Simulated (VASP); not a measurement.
A run of VASP 6.6.1:

Contents of INCAR:

```
SYSTEM = YSi15C16
PREC = Accurate
ENCUT = 520
EDIFF = 1E-8
ISMEAR = -1
SIGMA = 0.01
LREAL = Auto
LASPH = .True.
NELM = 100
ALGO = Fast
ISIF = 2
LWAVE = .False.
LCHARG = .False.
GGA = PE
LEFG = .True.
NELECT = 136.0
NBANDS = 90
```

File KPOINTS:

```
Automatic mesh
0
Gamma
  4 4 2
  0 0 0
```

Contents of POSCAR:

```
YSi15C16
1.0
    6.1520000000      0.0000000000      0.0000000000
   -3.0760000000      5.3277882840      0.0000000000
    0.0000000000      0.0000000000     10.0960000000
Y Si C
1 15 16
Direct
    0.1666666666      0.3333333334      0.0000000000
    0.1666666666      0.3333333334      0.5000000000
    0.1666666666      0.8333333334      0.0000000000
    0.1666666666      0.8333333334      0.5000000000
    0.6666666666      0.3333333334      0.0000000000
    0.6666666666      0.3333333334      0.5000000000
    0.6666666666      0.8333333334      0.0000000000
    0.6666666666      0.8333333334      0.5000000000
    0.3333333334      0.1666666666      0.2500000000
    0.3333333334      0.1666666666      0.7500000000
    0.3333333334      0.6666666666      0.2500000000
    0.3333333334      0.6666666666      0.7500000000
    0.8333333334      0.1666666666      0.2500000000
    0.8333333334      0.1666666666      0.7500000000
    0.8333333334      0.6666666666      0.2500000000
    0.8333333334      0.6666666666      0.7500000000
    0.1666666666      0.3333333334      0.1925000000
    0.1666666666      0.3333333334      0.6925000000
    0.1666666666      0.8333333334      0.1925000000
    0.1666666666      0.8333333334      0.6925000000
    0.6666666666      0.3333333334      0.1925000000
    0.6666666666      0.3333333334      0.6925000000
    0.6666666666      0.8333333334      0.1925000000
    0.6666666666      0.8333333334      0.6925000000
    0.3333333334      0.1666666666      0.4425000000
    0.3333333334      0.1666666666      0.9425000000
    0.3333333334      0.6666666666      0.4425000000
    0.3333333334      0.6666666666      0.9425000000
    0.8333333334      0.1666666666      0.4425000000
    0.8333333334      0.1666666666      0.9425000000
    0.8333333334      0.6666666666      0.4425000000
    0.8333333334      0.6666666666      0.9425000000
```

Potentials or basis: VASP PAW PBE potentials, release 64 (Y_sv, Si, C).

Run with:

```sh
$ cat potpaw_PBE.64/Y_sv/POTCAR potpaw_PBE.64/Si/POTCAR potpaw_PBE.64/C/POTCAR > POTCAR
$ mpirun -np 1 vasp_std > vasp.out
```

Hardware: 1 thread of Intel(R) Xeon(R) Platinum 8559C (Emerald Rapids) (shared host).

Task: How long does it take, and how much memory?

Result: It took 8.2 min on 1 thread of Intel(R) Xeon(R) Platinum 8559C (Emerald Rapids), with other jobs on the host, peak memory 0.53 GiB. Counts: scf iterations 24, k points 8.
